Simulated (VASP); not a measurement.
Data:

```
CELL_PARAMETERS angstrom
      1.27317    -2.20520     0.00000
      1.27317     2.20520     0.00000
      0.00000     0.00000     4.21165
ATOMIC_POSITIONS crystal
  B  0.66667 0.33333 0.48835
  B  0.33333 0.66667 0.00022
  N  0.66667 0.33333 0.87478
  N  0.33333 0.66667 0.37478
```

All values below come from r2SCAN meta-GGA, VASP's PBE PAW potentials (set 64) (plane waves; VASP). Settings: 600 eV cut-off, 10×10×6 Γ-centred mesh, Gaussian smearing of 0.050 eV, potentials B N.

Task: Give the force on each atom (eV/Å).

Result: 
```
atom     Fx     Fy      Fz
----  -----  -----  ------
B1    0.000  0.000   1.651
B2    0.000  0.000  -0.621
N3    0.000  0.000  -0.298
N4    0.000  0.000  -0.732
```

Task: Give the stress tensor in GPa (positive for a compressed cell).

Result: 
```
0.54  0.00  0.00
0.00  0.54  0.00
0.00  0.00  1.10
```
The pressure is its mean diagonal, 0.72 GPa.

The compound is BN in the wurtzite structure, a metastable high-pressure form. This cell was strained or had an atom moved on purpose.
